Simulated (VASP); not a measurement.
Output of a VASP run:

OUTCAR:
```
 ion  position               nearest neighbor table
   1  0.500  0.500  0.500-
   2  0.000  0.000  0.000-   5 2.84   5 2.84   4 2.84   3 2.84   4 2.84   3 2.84
   3  0.500  0.018  0.982-   2 2.84   2 2.84
   4  0.982  0.500  0.018-   2 2.84   2 2.84
   5  0.018  0.982  0.500-   2 2.84   2 2.84
  LATTYP: Found a trigonal (rhomboedric) cell.
 ALAT       =     5.6706899594
 COS(alpha) =     0.0049737933
 Subroutine PRICEL returns:
 Original cell was already a primitive cell.
 Subroutine GETGRP returns: Found  6 space group operations
The static configuration has the point symmetry D_3 .
The dynamic configuration has the point symmetry D_3 .
 Subroutine INISYM returns: Found  6 space group operations
 Subroutine IBZKPT returns following result:
 Found     19 irreducible k-points:

 Following reciprocal coordinates:
            Coordinates               Weight
  0.000000  0.000000  0.000000      1.000000
  0.200000  0.000000  0.000000      6.000000
  0.400000  0.000000  0.000000      6.000000
  0.200000  0.200000  0.000000      6.000000
  0.400000  0.200000  0.000000     12.000000
 -0.400000  0.200000 -0.000000     12.000000
 -0.200000  0.200000  0.000000      6.000000
  0.400000  0.400000  0.000000      6.000000
 -0.400000  0.400000  0.000000      6.000000
  0.200000  0.200000  0.200000      2.000000
  0.400000  0.200000  0.200000      6.000000
 -0.400000  0.200000  0.200000      6.000000
 -0.200000  0.200000  0.200000      6.000000
  0.400000  0.400000  0.200000      6.000000
 -0.400000  0.400000  0.200000     12.000000
 -0.200000  0.400000  0.200000     12.000000
 -0.400000 -0.400000  0.200000      6.000000
  0.400000  0.400000  0.400000      2.000000
 -0.400000  0.400000  0.400000      6.000000
   k-points           NKPTS =     19   k-points in BZ     NKDIM =     19   number of bands    NBANDS=     26
   number of dos      NEDOS =    601   number of ions     NIONS =      5
   total plane-waves  NPLWV =  64000
   dimension x,y,z NGX =    40 NGY =   40 NGZ =   40
   dimension x,y,z NGXF=    80 NGYF=   80 NGZF=   80
   ions per type =               1   1   3
   PREC   = accura    normal or accurate (medium, high low for compatibility)
   ISTART =      0    job   : 0-new  1-cont  2-samecut
   ICHARG =      2    charge: 1-file 2-atom 10-const
   ISPIN  =      1    spin polarized calculation?
   LNONCOLLINEAR =      F non collinear calculations
   LSORBIT =      F    spin-orbit coupling
   INIWAV =      1    electr: 0-lowe 1-rand  2-diag
   ENCUT  =  400.0 eV  29.40 Ry    5.42 a.u.   9.25  9.25  9.25*2*pi/ulx,y,z
   NELM   =    100;   NELMIN=  2; NELMDL= -5     # of ELM steps
   EDIFF  = 0.1E-06   stopping-criterion for ELM
   LREAL  =      F    real-space projection
   NLSPLINE    = F    spline interpolate recip. space projectors
   LMAXMIX     =    4 max onsite mixed and CHGCAR
   VOSKOWN=      0    Vosko Wilk Nusair interpolation
   EDIFFG = 0.1E-05   stopping-criterion for IOM
   NSW    =      0    number of steps for IOM
   NBLOCK =      1;   KBLOCK =      1    inner block; outer block
   IBRION =     -1    ionic relax: 0-MD 1-quasi-New 2-CG
   NFREE  =      0    steps in history (QN), initial steepest desc. (CG)
   ISIF   =      2    stress and relaxation
   ISYM   =      2    0-nonsym 1-usesym 2-fastsym
   TEIN   =    0.0    initial temperature
   TEBEG  =    0.0;   TEEND  =   0.0 temperature during run
   SMASS  =  -3.00    Nose mass-parameter (am)
   PSTRESS=    0.0 pullay stress
   NELECT =      44.0000    total number of electrons
   EFERMI =   0.00;   METHOD = LEGACY
   ISMEAR =    -5;   SIGMA  =   0.20  broadening in eV -4-tet -1-fermi 0-gaus
   IALGO  =     38    algorithm
   LDIAG  =      T    sub-space diagonalisation (order eigenvalues)
   IMIX   =      4    mixing-type and parameters
     AMIX     =   0.40;   BMIX     =  1.00
     AMIX_MAG =   1.60;   BMIX_MAG =  1.00
     AMIN     =   0.10
   METAGGA = R2SCAN    functional components
...
```

### OSZICAR
```
       N       E                     dE             d eps       ncg     rms          rms(c)
DAV:   1     0.284604216956E+03    0.28460E+03   -0.16990E+04   988   0.124E+03
DAV:   2    -0.793520843987E+02   -0.36396E+03   -0.35805E+03  1294   0.331E+02
DAV:   3    -0.118073194845E+03   -0.38721E+02   -0.38590E+02  1132   0.120E+02
DAV:   4    -0.119473525467E+03   -0.14003E+01   -0.13978E+01  1432   0.303E+01
DAV:   5    -0.119505049420E+03   -0.31524E-01   -0.31511E-01  1252   0.337E+00    0.523E+00
DAV:   6    -0.112209459444E+03    0.72956E+01   -0.38957E+00  1342   0.305E+01    0.473E+00
DAV:   7    -0.106880554005E+03    0.53289E+01   -0.16172E+00  1032   0.859E+00    0.183E+00
DAV:   8    -0.108027648567E+03   -0.11471E+01   -0.10743E+00  1306   0.637E+00    0.141E+00
DAV:   9    -0.107949827731E+03    0.77821E-01   -0.44704E-01  1002   0.573E+00    0.118E+00
DAV:  10    -0.108179178983E+03   -0.22935E+00   -0.32580E-01  1038   0.517E+00    0.452E-01
DAV:  11    -0.108171846287E+03    0.73327E-02   -0.64308E-02  1424   0.186E+00    0.421E-01
DAV:  12    -0.108159385703E+03    0.12461E-01   -0.35416E-03  1202   0.607E-01    0.291E-01
DAV:  13    -0.108177095506E+03   -0.17710E-01   -0.21646E-02  1088   0.161E+00    0.119E-01
DAV:  14    -0.108174105206E+03    0.29903E-02   -0.95136E-03  1002   0.900E-01    0.120E-01
DAV:  15    -0.108174915745E+03   -0.81054E-03   -0.28094E-04  1528   0.187E-01    0.899E-02
DAV:  16    -0.108177620458E+03   -0.27047E-02   -0.14048E-03  1056   0.371E-01    0.277E-02
DAV:  17    -0.108177531437E+03    0.89020E-04   -0.14538E-04  1288   0.948E-02    0.819E-03
DAV:  18    -0.108177566102E+03   -0.34664E-04   -0.55399E-05  1106   0.724E-02    0.662E-03
DAV:  19    -0.108177619852E+03   -0.53750E-04   -0.96022E-06  1084   0.276E-02    0.865E-03
DAV:  20    -0.108177648480E+03   -0.28628E-04   -0.75216E-06  1108   0.314E-02    0.419E-03
DAV:  21    -0.108177663247E+03   -0.14768E-04   -0.91263E-06  1148   0.286E-02    0.156E-03
DAV:  22    -0.108177664471E+03   -0.12233E-05   -0.79623E-07  1248   0.733E-03    0.168E-03
DAV:  23    -0.108177664408E+03    0.62819E-07   -0.20797E-08   862   0.137E-03
   1 F= -.10817766E+03 E0= -.10817766E+03  d E =0.000000E+00
       N       E                     dE             ncg
       N       E                     dE             ncg
       N       E                     dE             ncg
```

### OUTCAR
```
------------------------ aborting loop because EDIFF is reached ----------------------------------------
  FORCE on cell =-STRESS in cart. coord.  units (eV):
  Direction    XX          YY          ZZ          XY          YZ          ZX
  --------------------------------------------------------------------------------------
  Total       -0.0803343     -0.0803343     -0.1131879      0.0000000     -0.0000000      0.0000000
  in kB       -0.7058621     -0.7058621     -0.9945323      0.0000000     -0.0000001      0.0000000
  external PRESSURE =      -0.8020855 kB  Pullay stress =       0.0000000 kB
  volume of cell :      182.34
      direct lattice vectors                 reciprocal lattice vectors
     3.999799034  2.309285431  3.290218383     0.125006280  0.072172408  0.101310391
    -3.999799034  2.309285431  3.290218383    -0.125006280  0.072172408  0.101310391
     0.000000000 -4.618569865  3.290218385     0.000000000 -0.144344816  0.101310412
 POSITION                                       TOTAL-FORCE (eV/Angst)
 -----------------------------------------------------------------------------------
      0.00000      0.00000      4.93533         0.000000      0.000000     -0.000000
      0.00000      0.00000      0.00000        -0.000000      0.000000     -0.000000
      1.92710     -3.33783      4.93533         0.013414     -0.023233      0.000000
      1.92710      3.33783      4.93533         0.013414      0.023233     -0.000000
     -3.85419      0.00000      4.93533        -0.026828      0.000000      0.000000
 -----------------------------------------------------------------------------------
    total drift:                               -0.000002      0.000000     -0.000000
  FREE ENERGIE OF THE ION-ELECTRON SYSTEM (eV)
  ---------------------------------------------------
  free  energy   TOTEN  =      -108.1776644079 eV

  energy  without entropy=     -108.1776644079  energy(sigma->0) =     -108.17766441

 total charge

# of ion       s       p       d       tot
------------------------------------------
    1        1.855   4.721   0.010   6.585
    2        1.518   0.398   9.851  11.767
    3        1.606   3.554   0.000   5.160
    4        1.606   3.554   0.000   5.160
    5        1.606   3.554   0.000   5.160
--------------------------------------------------
tot          8.190  15.780   9.861  33.831
```
(Selected blocks of OUTCAR.)

### POSCAR
```
CsPbCl3
1
    3.9997990341     2.3092854310     3.2902183830
   -3.9997990341     2.3092854310     3.2902183830
    0.0000000000    -4.6185698649     3.2902183846
Cs Pb Cl
1 1 3
Direct
  0.5000000000   0.5000000000   0.5000000000
  0.0000000000   0.0000000000   0.0000000000
  0.5000000000   0.0182019065   0.9817980935
  0.9817980935   0.5000000000   0.0182019065
  0.0182019065   0.9817980935   0.5000000000
```

Question: Write an INCAR and KPOINTS that could have produced this output.

Answer: Several could match; the one computed here: the input of the run itself, r2SCAN meta-GGA, plane waves, VASP's PBE PAW potentials (set 64).

### KPOINTS_OPT
```
k-points along high-symmetry lines
8
Line-mode
Reciprocal
  0.000000   0.000000   0.000000 ! GAMMA
  0.500000   0.500000   0.500000 ! T

  0.500000   0.500000   0.500000 ! T
  0.505438   0.494562   0.500000 ! H_2

  0.500000  -0.494562   0.494562 ! H_0
  0.500000   0.000000   0.000000 ! L

  0.500000   0.000000   0.000000 ! L
  0.000000   0.000000   0.000000 ! GAMMA

  0.000000   0.000000   0.000000 ! GAMMA
  0.497281  -0.497281   0.000000 ! S_0

  0.502719   0.000000   0.497281 ! S_2
  0.500000   0.000000   0.500000 ! F

  0.500000   0.000000   0.500000 ! F
  0.000000   0.000000   0.000000 ! GAMMA
```

INCAR:
```
ISMEAR=-5   # tetrahedra, Bloechl
METAGGA=R2SCAN
ENCUT=400   # plane-wave cut-off (eV)
LREAL=F   # projection in real space or not
ALGO=Normal
NELM=100
LORBIT=11   # lm-projected
LWAVE=F
LMAXMIX=4   # l cut-off of mixed one-centre charges
NEDOS=601   # DOS grid
LMIXTAU=T
ISIF=2   # forces and stress, cell fixed
LEFG=T
LASPH=T
SYSTEM=CsPbCl3
EDIFF=1E-7   # SCF stop (eV)
PREC=Accurate
LCHARG=F
```

KPOINTS:
```
Automatic mesh
0
Gamma
5 5 5
0 0 0
```

POTCAR, in this order: Cs_sv Pb_d Cl (PBE.64 set). Program: vasp_std.

The structure comes from a computed database's CsPbCl3 entry (R32); how it stands against other phases isn't given here. It was relaxed first.
